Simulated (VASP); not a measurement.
Runs of VASP 6.6.1 on GdN. The structure is cubic, space group Fm-3m (No. 225). The conventional cell has a = 5.070 Å, b = 5.070 Å, c = 5.070 Å, α = 90.00°, β = 90.00°, γ = 90.00°. Around Gd (site symmetry m-3m) lie 6 N at 2.54 Å. Around N (site symmetry m-3m) lie 6 Gd at 2.54 Å. The cell comes from a database or a generator and needn't be the stable form of this composition.

```csv
level,U,pressure (GPa),moment (μB)
PBE+U,Gd f U = 10 eV,-4.6,7.00
PBE+U,Gd f U = 4 eV,(b),7.00
PBE,-,(a),7.00
PBE+U,Gd f U = 8 eV,-4.9,7.00
PBE+U,Gd f U = 6 eV,-5.3,7.00
```

Alike in all rows: task band structure; potentials or basis VASP PAW PBE potentials, release 64 (Gd, N); spin collinear, ferromagnetic start; cell as given; k mesh 10 × 10 × 10; cutoff (eV) 520; smearing fermi-dirac 0.05 eV.

Question: Fill in the values left out.

Answer: (a) -6.8; (b) -5.7.

Caveats: a cell with one magnetic atom can't hold antiferromagnetic order, which such compounds often take.

Not every run made on this cell is shown here.
